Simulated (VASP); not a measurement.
Runs of VASP 6.6.1 on Si. It takes space group Fd-3m (No. 227, cubic). Conventional cell: a = 5.427 Å, b = 5.427 Å, c = 5.427 Å, α = 90.00°, β = 90.00°, γ = 90.00°. Si (site symmetry -43m) is surrounded by 4 Si at 2.35 Å. 

```csv
k mesh,cutoff (eV),gap on the mesh (eV),pressure (GPa)
14 × 14 × 14,520,0.57,2.1
8 × 8 × 8,450,0.61,2.1
8 × 8 × 8,300,0.61,(a)
8 × 8 × 8,600,0.61,2.1
8 × 8 × 8,350,0.61,2.1
```

Alike in all rows: task single point; level PBE; potentials or basis VASP PAW PBE potentials, release 64 (Si); no spin polarisation; cell as given; smearing gaussian 0.02 eV.

Problem. Fill in the values left out.

Solution. (a) 2.0.

Caveats: the cutoff is under 1.25 times the usual one of these potentials, so pressure, stress and relaxed cells hold a basis-set (Pulay) error (some runs).

A k mesh can miss the band edges.

Not every run made on this cell is shown here.
